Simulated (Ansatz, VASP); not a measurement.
**BeZn2P2 in two plane-wave programs**

Aim: how closely do two programs agree when they are given the same cell, functional and k mesh? The cell is generated by rule, not measured, and may not be a known phase. The cell is taken from a series of runs on this material, whose earlier steps may have relaxed, scaled, displaced or heated it; both programs get it as it stands.

Method: plane waves, with VASP 6.6.1 beside it; relaxation of cell and atoms at PBEsol and zone-centre phonons at PBEsol, in Ansatz 0.2.0.

The structure was built from a prototype and need not be the compound's stable phase.

## 1. The starting structure

It takes space group P-3m1 (No. 164, trigonal). Conventional cell: a = 3.732 Å, b = 3.732 Å, c = 6.087 Å, α = 90.00°, β = 90.00°, γ = 120.00°. Nearest to Be lie 6 P at 2.50 Å. Nearest to Zn lie 4 P at 2.39 to 2.54 Å and 3 Zn at 2.63 Å. Nearest to P lie 4 Zn at 2.39 to 2.54 Å and 3 Be at 2.50 Å. Farther neighbours are not listed.

## 2. Ansatz: relaxation of cell and atoms, PBEsol

Ansatz runs on its default PAW (the set named soft_2) files.

The relaxed volume is the usual yardstick between codes: in a stiff, nearly cubic crystal its relative difference is about their pressure difference at one cell divided by the bulk modulus.

The input, input.yaml:

```yaml
crystal:
  lattice:
    - [3.7323571941, -3.0522e-06, 0.0]
    - [-1.8661759538, 3.2323176722, 0.0]
    - [0.0, 0.0, 6.0872102074]
  atoms:
    - { symbol: Be, position: [0.0, 0.0, 0.0] }
    - { symbol: Zn, position: [0.3333333333, 0.6666666667, 0.6239930623] }
    - { symbol: Zn, position: [0.6666666667, 0.3333333333, 0.3760069377] }
    - { symbol: P, position: [0.3333333333, 0.6666666667, 0.206779415] }
    - { symbol: P, position: [0.6666666667, 0.3333333333, 0.793220585] }
kpoints:
  mp_grid: { grid: [9, 9, 6] }
hamiltonian:
  xc: pbesol
scf:
  occupations: { method: methfessel_paxton, width: 0.15 }
output:
  forces: true
  stress: true
  eigenvalues: true
relax:
  adjacent_minimum: "off"
  f_tol: 0.001
  max_steps: 60
  cell: { stress_tol: 0.01 }
```

On the command line:

```console
$ ansatz run input.yaml --threads 8 --pin off --max-ram 14336MiB --backend cpu --events-out ev --progress --plain --runs-dir out
```

Numbers of over 12 decimals in the logs are rounded to 6 here.

What it wrote:

```text
Engine: ansatz 0.2.0, aarch64-unknown-linux-gnu
Pseudopotentials: kind: paw
Pseudopotential: Be, paw, valence charge 2, recommended cutoff 420 eV (normal), Be.paw.azcp
Pseudopotential: Zn, paw, valence charge 12, recommended cutoff 420 eV (normal), Zn.paw.azcp
Pseudopotential: P, paw, valence charge 5, recommended cutoff 420 eV (normal), P.paw.azcp
Functional definition: PBEsol
  exchange = pbesol_x
  correlation = pbesol_c
Crystal: 5 atoms, lattice volume = 73.437 Å³
Basis set: ecut = 420 eV, 1437 PW (Γ), exchange–correlation on 50×50×90 points (8 copies of the dense FFT grid, shifted against one another)
Bands: 23, of which v1, the nominal top of the filled ones, is band 18 counted from 1 (17 counted from 0)
Symmetry: 12 space group operations
Space group: P-3m1 (ITA 164), of the structure as read, at distance tolerance 4.2e-5 Å
k-points: 62 of 486
Non-local potential: Be, projectors of the file, l = 0: 2, l = 1: 2, l = 2: 1
Non-local potential: Zn, projectors of the file, l = 0: 2, l = 1: 2, l = 2: 3, l = 3: 1
Non-local potential: P, projectors of the file, l = 0: 2, l = 1: 2, l = 2: 2
PAW form: soft (Blöchl's): semilocal exchange-correlation on the pseudo side does not see the compensation charge
PAW frozen core: Be, regenerated for the run's functional, and the local potential with it (the file was generated under x = pbe(κ = 0.804, μ = 0.219515), c = pbe(β = 0.066725))
PAW frozen core: Zn, regenerated for the run's functional, and the local potential with it (the file was generated under x = pbe(κ = 0.804, μ = 0.219515), c = pbe(β = 0.066725))
PAW frozen core: P, regenerated for the run's functional, and the local potential with it (the file was generated under x = pbe(κ = 0.804, μ = 0.219515), c = pbe(β = 0.066725))
PAW one-centre angular grid: Be, 110 points (default); XC on 64 Gauss nodes
PAW one-centre angular grid: Zn, 590 points (default); XC on 64 Gauss nodes
PAW one-centre angular grid: P, 110 points (default); XC on 64 Gauss nodes
Initial density: superposition of atomic densities (neutral atoms: chi_scale 0, normalization atom), corrected by the library's trained network
Initial wavefunctions: pseudopotential atomic-orbital guess
Functional: x = pbesol(κ = 0.804, μ = 0.123457), c = pbesol(β = 0.046)
SCF iter   1: F=—  HF=-8132.092137 eV  |F-HF|=—  |Δ(HF+E_count)|=         —  Δρ=4.09e-3  dr2=1.05e-2  ethr=1.77e-3  ⟨swp⟩=6.3  Hψ=7773  notcnv=0
preconditioner: auto → Kerker (q_TF=auto, 2.423 Å⁻¹)  [metal: Δε(μ)=0.053 eV  Ē_g=9.684 eV  σ=0.150 eV  W_gap=0.29  n_scr=22 (ndim 8)  ℏωp=26.0 eV  f_vac=0.000  D(μ)=0.62/eV (n_scr^D=2)]
SCF iter   2: F=—  HF=-8132.089970 eV  |F-HF|=—  |Δ(HF+E_count)|=   2.17e-3  S|Δr|=    0.00e0  Δρ=1.75e-3  dr2=3.32e-3  ethr=2.91e-5  ⟨swp⟩=2.0  Hψ=2755  notcnv=0  defer=1
SCF iter   3: F=—  HF=-8132.089310 eV  |F-HF|=—  |Δ(HF+E_count)|=   6.60e-4  S|Δr|=    0.00e0  Δρ=1.25e-3  dr2=1.29e-3  ethr=9.22e-6  ⟨swp⟩=2.5  Hψ=2544  notcnv=0  defer=1
SCF iter   4: F=—  HF=-8132.088999 eV  |F-HF|=—  |Δ(HF+E_count)|=   3.11e-4  S|Δr|=    0.00e0  Δρ=3.32e-4  dr2=7.85e-5  ethr=3.58e-6  ⟨swp⟩=2.1  Hψ=2376  notcnv=0  defer=1
SCF iter   5: F=—  HF=-8132.088935 eV  |F-HF|=—  |Δ(HF+E_count)|=   6.47e-5  S|Δr|=    0.00e0  Δρ=1.21e-4  dr2=1.62e-5  ethr=2.18e-7  ⟨swp⟩=2.7  Hψ=2553  notcnv=0  defer=1
SCF iter   6: F=—  HF=-8132.088936 eV  |F-HF|=—  |Δ(HF+E_count)|=   1.24e-6  S|Δr|=    0.00e0  Δρ=2.76e-5  dr2=9.14e-7  ethr=4.50e-8  ⟨swp⟩=2.5  Hψ=2505  notcnv=0  defer=1
SCF iter   7: F=—  HF=-8132.088936 eV  |F-HF|=—  |Δ(HF+E_count)|=   2.72e-7  S|Δr|=    0.00e0  Δρ=1.28e-5  dr2=1.93e-7  ethr=2.54e-9  ⟨swp⟩=2.3  Hψ=2458  notcnv=0  defer=1
SCF iter   8: F=-8132.088936 eV  HF=-8132.088936 eV  |F-HF|=1.14e-9  |Δ(HF+E_count)|=  3.28e-10  S|Δr|=    0.00e0  Δρ=3.95e-6  dr2=9.47e-9  ethr=2.78e-10  ⟨swp⟩=7.7  Hψ=6677  notcnv=0
SCF 1 converged in 8 iterations: F = -8132.088936 eV  dr2 = 9.47e-9
  greatest PAW one-centre occupation: 0.982 electrons in one spin orbital (limit 2), on the Zn atom at site 2 (counted from 0), in its partial waves of l = 2
relax step   1: F+E_penalty+E_count = -8132.08893621 eV  Δ(F+E_penalty+E_count) = +0.000e0 eV  max|allowed force component| = 7.236e-3 eV/Å  Δτ_max = 0.0000 Å  P = -0.010 GPa  Ω = 73.437 Å³  (8 SCF iters, dr2 threshold 1.00e-7 eV, accepted)
[...]
relax step   2: F+E_penalty+E_count = -8132.08893844 eV  Δ(F+E_penalty+E_count) = -2.228e-6 eV  max|allowed force component| = 2.982e-3 eV/Å  Δτ_max = 0.0005 Å  P = -0.011 GPa  Ω = 73.445 Å³  energy of the carried Pulay correction = -3.686e-6 eV  (5 SCF iters, dr2 threshold 3.27e-9 eV, accepted)
[...]
relax step   3: F+E_penalty+E_count = -8132.08894194 eV  Δ(F+E_penalty+E_count) = -3.502e-6 eV  max|allowed force component| = 8.951e-4 eV/Å  Δτ_max = 0.0006 Å  P = +0.004 GPa  Ω = 73.439 Å³  energy of the carried Pulay correction = -9.069e-7 eV  (5 SCF iters, dr2 threshold 1.27e-9 eV, accepted)
[...]
relax step   4: F+E_penalty+E_count = -8132.08894182 eV  Δ(F+E_penalty+E_count) = +1.221e-7 eV  max|allowed force component| = 4.707e-4 eV/Å  Δτ_max = 0.0002 Å  P = +0.000 GPa  Ω = 73.443 Å³  energy of the carried Pulay correction = -2.897e-6 eV  (3 SCF iters, dr2 threshold 2.40e-9 eV, accepted)
[...]
relax step   5: F+E_penalty+E_count = -8132.08894159 eV  Δ(F+E_penalty+E_count) = +2.318e-7 eV  max|allowed force component| = 4.751e-4 eV/Å  Δτ_max = 0.0000 Å  P = +0.000 GPa  Ω = 73.443 Å³  stress off target by 1.62e-3 GPa  SCF on the basis re-selected at this cell (its energy is not comparable with the rows above)  (6 SCF iters)
basis re-selected at this cell: Δ(F+E_penalty+E_count) = +2.318e-7 eV, ΔP = +0.000 GPa vs the last step (what re-selecting the basis moved, of the pressure what is left beyond the Pulay correction that the steps carried, after the strain that the cell walked since its last selection, with what the two solves' SCF thresholds leave and, on support functions, any second-order correction that the steps lacked; it is no m [...]
SCF converged after 6 iterations
Stability not checked: this state was not tested for a lower state beside it, because cold or Methfessel-Paxton smearing, or corrected tetrahedra, fill the levels in a way that the test cannot read (fill_not_monotonic; see scf.lower_state_search)
Free energy (F): -8132.088942 eV
Harris-Foulkes:  -8132.088942 eV  (|F-HF|=9.09e-13)
Internal energy: -8132.089842 eV  (E = F + TS)
E sigma→0 (E₀):  -8132.089167 eV
Entropy (-TS):   0.000901 eV (0.180 meV/atom)
Fermi energy:    9.384908 eV
--- Per-component energies (eV) ---
  E_band       = 96.673588
  E_kinetic    = 422.684222
  E_local      = -4113.284452  (includes V_loc(G=0)·N_el)
  E_nonlocal   = 1297.834431
  E_hartree    = 1769.407092
  E_xc         = -414.786898
  E_vxc        = -249.621286  (∫ρ·V_xc dr)
  E_paw        = -4741.822011  (= ΣΔE_a)
  E_vpaw       = -799.752804  (= ΣTr[D̂ρ^β])
  E_aug_tail   = -0.000731  (compensation charges beyond the density's cutoff)
  E_ewald      = -2353.817929
  E_core_change = 1.696433  (= ΣΔE_core)
  E_smearing   = 0.000901  (= −TS)
  E_closure    = 0.000000  (closes the sum)
  Σ components = -8132.088942   (vs F -8132.088942, Δ=0.00e0)
--- Forces (eV/Å), atoms counted from 1 ---
  atom   1  Be     0.00000000     0.00000000     0.00000000
  atom   2  Zn    -0.00000000     0.00000000     0.00044273
  atom   3  Zn     0.00000000    -0.00000000    -0.00044273
  atom   4  P      0.00000000    -0.00000000    -0.00047509
  atom   5  P     -0.00000000     0.00000000     0.00047509
  max |Σ_I F_I| component: 1.16e-17 eV/Å
--- Stress (GPa, compression-positive) ---
        0.001272       0.000000      -0.000000
       -0.000000       0.001272      -0.000000
       -0.000000      -0.000000      -0.001625
  P = ⅓ Tr σ = 0.0003 GPa (0.003 kbar)
--- Band table (eV; the first three rows and the last of 62) ---
  k-point 0: bands = [... 14 lower, 8.4537, 9.1038, 9.1038, 9.5075, 11.1626, 11.2260, 12.5679, 12.5679, ... 1 higher]
  k-point 1: bands = [... 14 lower, 8.5128, 8.5847, 9.1008, 9.1008, 11.1315, 11.9901, 12.2146, 12.2146, ... 1 higher]
  k-point 2: bands = [... 14 lower, 8.6542, 8.6542, 9.0809, 9.0809, 11.2766, 11.6997, 11.6997, 12.3210, ... 1 higher]
  k-point 61: bands = [... 14 lower, 4.3934, 4.4364, 8.0182, 8.0182, 10.8651, 10.8651, 11.9919, 12.6679, ... 1 higher]
--- Relaxed structure (4 steps of the walk, 4 accepted, 1 SCFs on fresh bases) ---
  F+E_penalty+E_count = -8132.08894159 eV   max|allowed force component| = 4.751e-4 eV/Å   (the final SCF, on the basis selected at the relaxed cell)
  cell:  # Å, volume = 73.4430 Å³
    - [3.732744, -3.0524971939095235e-6, 0]
    - [-1.866369, 3.232652, 0]
    - [0, 0, 6.086439]
  atoms:
    - { symbol: Be, position: [0, 0, 0] }
    - { symbol: Zn, position: [0.333333, 0.666667, 0.624077] }
    - { symbol: Zn, position: [0.666667, 0.333333, 0.375923] }
    - { symbol: P, position: [0.333333, 0.666667, 0.206929] }
    - { symbol: P, position: [0.666667, 0.333333, 0.793071] }
```

(Part 1 of 2 ends here.)

[Lines on the potential files, build, host, timing and source positions are cut from VASP's logs without a mark.]

[Logs are printed without paths, hosts, clocks, repeated set-up lines and the standing remarks that a program may print on its own settings, such as how far it seeks lower states.]

[Hosts, paths, dates, database ids (printed as entryN), source tags and the programs' standing remarks are cut or masked in the printed files.]
